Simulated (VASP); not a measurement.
Input for VASP

### POSCAR
```
CsI
1
    4.6614000000     0.0000000000     0.0000000000
    0.0000000000     4.6614000000     0.0000000000
    0.0000000000     0.0000000000     4.6614000000
Cs I
1 1
Direct
  0.0000000000   0.0000000000   0.0000000000
  0.5000000000   0.5000000000   0.5000000000
```

### KPOINTS
```
Automatic mesh
0
Gamma
5 5 5
0 0 0
```

### INCAR
```
SYSTEM = CsI
PREC = Accurate
ENCUT = 400
EDIFF = 1E-6
NELM = 60
ALGO = VeryFast
LREAL = .FALSE.
LASPH = .TRUE.
ISMEAR = 0
SIGMA = 0.05
GGA = PE
LMAXMIX = 4
LWAVE = .FALSE.
LCHARG = .FALSE.
ISIF = 2
NELMDL = -1
```

POTCAR, in this order: Cs_sv I (PBE.64 set). Program: vasp_std.

Output

### standard output
```
...
RMM:  21     0.525191435772E+03   -0.22186E+00   -0.15577E+00   480   0.388E+01    0.537E+01
RMM:  22     0.525212773813E+03    0.21338E-01   -0.37672E-01   480   0.372E+01    0.526E+01
RMM:  23     0.525097716270E+03   -0.11506E+00   -0.94158E-01   480   0.361E+01    0.515E+01
RMM:  24     0.525093919159E+03   -0.37971E-02    0.31350E-01   469   0.348E+01    0.510E+01
RMM:  25     0.525027592029E+03   -0.66327E-01   -0.72336E-01   480   0.339E+01    0.502E+01
RMM:  26     0.525054577670E+03    0.26986E-01    0.51101E-01   480   0.328E+01    0.471E+01
RMM:  27     0.524932530473E+03   -0.12205E+00   -0.96762E-01   480   0.320E+01    0.450E+01
RMM:  28     0.524923265137E+03   -0.92653E-02   -0.43225E-01   477   0.311E+01    0.427E+01
RMM:  29     0.524821344597E+03   -0.10192E+00   -0.10324E+00   480   0.304E+01    0.409E+01
RMM:  30     0.524814883037E+03   -0.64616E-02   -0.33628E-03   480   0.297E+01    0.390E+01
RMM:  31     0.524681138191E+03   -0.13374E+00   -0.15783E+00   480   0.291E+01    0.383E+01
RMM:  32     0.524606364662E+03   -0.74774E-01   -0.69148E-01   479   0.284E+01    0.365E+01
RMM:  33     0.524475278739E+03   -0.13109E+00   -0.13106E+00   480   0.279E+01    0.353E+01
RMM:  34     0.524396988309E+03   -0.78290E-01   -0.74960E-01   480   0.273E+01    0.340E+01
RMM:  35     0.524298535128E+03   -0.98453E-01   -0.94712E-01   480   0.269E+01    0.334E+01
RMM:  36     0.524271556720E+03   -0.26978E-01   -0.24835E-01   468   0.263E+01    0.326E+01
RMM:  37     0.524218689565E+03   -0.52867E-01   -0.53387E-01   477   0.259E+01    0.322E+01
RMM:  38     0.524172435483E+03   -0.46254E-01   -0.21929E-01   468   0.255E+01    0.311E+01
RMM:  39     0.524056846789E+03   -0.11559E+00   -0.64369E-01   472   0.251E+01    0.300E+01
RMM:  40     0.523987953204E+03   -0.68894E-01   -0.28218E-02   475   0.247E+01    0.296E+01
RMM:  41     0.523901251998E+03   -0.86701E-01   -0.26727E-01   466   0.244E+01    0.384E+01
RMM:  42     0.523903975118E+03    0.27231E-02    0.19160E-01   469   0.239E+01    0.375E+01
RMM:  43     0.523862654080E+03   -0.41321E-01   -0.21804E-01   474   0.236E+01    0.306E+01
RMM:  44     0.523837247632E+03   -0.25406E-01    0.32351E-02   480   0.232E+01    0.279E+01
RMM:  45     0.523769533446E+03   -0.67714E-01   -0.38127E-01   480   0.230E+01    0.271E+01
RMM:  46     0.523705698534E+03   -0.63835E-01   -0.64764E-02   480   0.227E+01    0.334E+01
RMM:  47     0.523671902424E+03   -0.33796E-01   -0.13685E+00   466   0.225E+01    0.348E+01
RMM:  48     0.523687132509E+03    0.15230E-01    0.88755E-03   480   0.221E+01    0.300E+01
RMM:  49     0.523667210553E+03   -0.19922E-01   -0.54317E-01   480   0.218E+01    0.255E+01
RMM:  50     0.523733938785E+03    0.66728E-01   -0.20391E-01   480   0.215E+01    0.320E+01
RMM:  51     0.523723306039E+03   -0.10633E-01   -0.66847E-01   466   0.213E+01    0.455E+01
RMM:  52     0.523791709168E+03    0.68403E-01   -0.31105E+00   469   0.226E+01    0.559E+01
RMM:  53     0.523953007509E+03    0.16130E+00    0.14572E+00   476   0.216E+01    0.587E+01
RMM:  54     0.523823646355E+03   -0.12936E+00   -0.14548E+00   477   0.212E+01    0.570E+01
RMM:  55     0.523902886251E+03    0.79240E-01    0.59930E-01   466   0.207E+01    0.713E+01
RMM:  56     0.523811975062E+03   -0.90911E-01   -0.94038E-01   479   0.202E+01    0.784E+01
RMM:  57     0.523819552227E+03    0.75772E-02    0.88148E-02   480   0.199E+01    0.791E+01
RMM:  58     0.523763229527E+03   -0.56323E-01   -0.56269E-01   480   0.196E+01    0.776E+01
RMM:  59     0.523765104378E+03    0.18749E-02    0.29244E-03   480   0.193E+01    0.776E+01
RMM:  60     0.523739647819E+03   -0.25457E-01   -0.31373E-01   469   0.190E+01

 -----------------------------------------------------------------------------
|                                                                             |
|           W    W    AA    RRRRR   N    N  II  N    N   GGGG   !!!           |
|           W    W   A  A   R    R  NN   N  II  NN   N  G    G  !!!           |
|           W    W  A    A  R    R  N N  N  II  N N  N  G       !!!           |
|           W WW W  AAAAAA  RRRRR   N  N N  II  N  N N  G  GGG   !            |
|           WW  WW  A    A  R   R   N   NN  II  N   NN  G    G                |
|           W    W  A    A  R    R  N    N  II  N    N   GGGG   !!!           |
|                                                                             |
|     The electronic self-consistency was not achieved in the given           |
|     number of steps (NELM). The forces and other quantities evaluated       |
|     might not be reliable so examine the results carefully. If you find     |
|     spurious results, we suggest increasing NELM, if you were close to      |
|     convergence or switching to a different ALGO or adjusting the           |
|     density mixing parameters otherwise.                                    |
|                                                                             |
 -----------------------------------------------------------------------------

   1 F= 0.52373965E+03 E0= 0.52374212E+03  d E =-.493662E-02
```

OUTCAR:
```
------------------------ aborting loop EDIFF was not reached (unconverged)  ----------------------------
  FORCE on cell =-STRESS in cart. coord.  units (eV):
  Direction    XX          YY          ZZ          XY          YZ          ZX
  --------------------------------------------------------------------------------------
  Total      158.6141930    158.6141930    158.6141930      0.0000000      0.0000000     -0.0000000
  in kB     2509.0164740   2509.0164740   2509.0164740      0.0000000      0.0000000     -0.0000000
  external PRESSURE =    2509.0164740 kB  Pullay stress =       0.0000000 kB
  volume of cell :      101.29
      direct lattice vectors                 reciprocal lattice vectors
     4.661400000  0.000000000  0.000000000     0.214527824  0.000000000  0.000000000
     0.000000000  4.661400000  0.000000000     0.000000000  0.214527824  0.000000000
     0.000000000  0.000000000  4.661400000     0.000000000  0.000000000  0.214527824
 POSITION                                       TOTAL-FORCE (eV/Angst)
 -----------------------------------------------------------------------------------
      0.00000      0.00000      0.00000         0.000000      0.000000      0.000000
      2.33070      2.33070      2.33070         0.000000      0.000000      0.000000
 -----------------------------------------------------------------------------------
    total drift:                                0.000000      0.000000      0.000000
  FREE ENERGIE OF THE ION-ELECTRON SYSTEM (eV)
  ---------------------------------------------------
  free  energy   TOTEN  =       523.7396478190 eV

  energy  without entropy=      523.7445844433  energy(sigma->0) =      523.74211613
```
(Selected blocks of OUTCAR.)

Question: Read input and log: which fault does this run have?
(A) ALGO = VeryFast starts from random orbitals with almost no delay (NELMDL = -1)
(B) the mesh has unequal divisions along equivalent axes and breaks the lattice's symmetry
(C) MAGMOM holds more values than there are atoms
(D) NBANDS is too small to hold all electrons

Answer: A, ALGO = VeryFast starts from random orbitals with almost no delay (NELMDL = -1). Convergence was not reached. Against the sound run, the energy per atom (σ→0) rises by 264.592 eV/atom; the pressure goes up by 250.85 GPa; the band gap decreases by 3.72 eV.

To mend it, set ALGO = Normal, remove NELMDL.

The mended run (PBE GGA, plane waves, VASP's PBE PAW potentials (set 64)) converges, and its OSZICAR ends with
```
   1 F= -.54423863E+01 E0= -.54423863E+01  d E =-.691961E-11
```

The compound is CsI in the CsCl type structure. The cell was not relaxed at this level.
